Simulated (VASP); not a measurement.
Energy against volume of Tb (hcp). All values below come from vdW-DF2, VASP's PBE PAW potentials (set 64) (plane waves; VASP 6.6.1). Settings: 520 eV cut-off, 11×11×7 Γ-centred mesh, first-order Methfessel-Paxton smearing of 0.10 eV, potentials Tb_3.

The 4f electrons are frozen in the core of the lanthanide potential, so 4f levels, which can set the real gap, and their magnetism are missing.

Shape and ions are relaxed at each volume.

| V (Å³/atom) | E (eV/atom) |
|---|---|
| 32.827 | -1.42069 |
| 33.843 | -1.42368 |
| 34.858 | -1.41906 |
| 35.873 | -1.40796 |

Fit these four points and predict the energy of the run at 31.812 Å³/atom.

A cubic in V^(−2/3), the third-order Birch-Murnaghan form, passes through the four points with V0 = 33.71 Å³/atom and B0 = 41 GPa, and gives -1.4088 eV/atom there. The run gave -1.4090 eV/atom, -0.2 meV/atom from the fit; all five points give B0 = 40 GPa.

The compound is Tb in the hcp structure. It was relaxed first, which changed the volume by +6 %.
